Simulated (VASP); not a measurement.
VASP ran on this input.

### INCAR
```
ALGO=Normal
EDIFF=1E-6
ENCUT=300
GGA=PE
ISIF=2
ISMEAR=0
LASPH=T
LCHARG=F
LMAXMIX=4
LREAL=F
LWAVE=F
NELM=100
PREC=Accurate
SIGMA=0.1
SYSTEM=MoSi2
```

File POSCAR:
```
MoSi2
1
   -1.6050000000     1.6050000000     3.9250000000
    1.6050000000    -1.6050000000     3.9250000000
    1.6050000000     1.6050000000    -3.9250000000
Si Mo
2 1
Direct
  0.6712960000   0.6678040000   0.0122360000
  0.3291020000   0.3313760000  -0.0046010000
 -0.0003980000   0.0008210000  -0.0076360000
```

KPOINTS:
```
Automatic mesh
0
Gamma
8 8 10
0 0 0
```

POTCAR, in this order: Si Mo_sv (PBE.64 set). Program: vasp_std.

Problem. Translate this PBE calculation to Quantum ESPRESSO's pw.x.

Solution. One equivalent input (not run):
```
&CONTROL
  calculation = 'scf'
  pseudo_dir = './pseudo'
  outdir = './out'
  tprnfor = .true.
  tstress = .true.
/
&SYSTEM
  ibrav = 0
  nat = 3
  ntyp = 2
  ecutwfc = 80
  occupations = 'smearing'
  smearing = 'gaussian'
  degauss = 0.00735
  input_dft = 'pbe'
/
&ELECTRONS
  conv_thr = 7.3e-08
  electron_maxstep = 100
/
ATOMIC_SPECIES
  Si 28.085 Si.upf
  Mo 95.950 Mo.upf
CELL_PARAMETERS angstrom
    -1.6050000    1.6050000    3.9250000
     1.6050000   -1.6050000    3.9250000
     1.6050000    1.6050000   -3.9250000
ATOMIC_POSITIONS crystal
  Si   0.6712960  0.6678040  0.0122360
  Si   0.3291020  0.3313760 -0.0046010
  Mo  -0.0003980  0.0008210 -0.0076360
K_POINTS automatic
  8 8 10 0 0 0
```
Limits of the translation: the potentials are each code's own (VASP's PAW set, PseudoDojo norm-conserving files in pw.x), so ENCUT and ecutwfc are chosen apart and not converted; conv_thr bounds pw.x's estimated SCF error, while EDIFF bounds the energy change between steps.

The structure is a typed MoSi2 crystal. The cell was not relaxed at this level, atoms are displaced from their ideal sites. The run is one of a series of settings (SIGMA = 0.1 against the base run), some of them coarse on purpose.
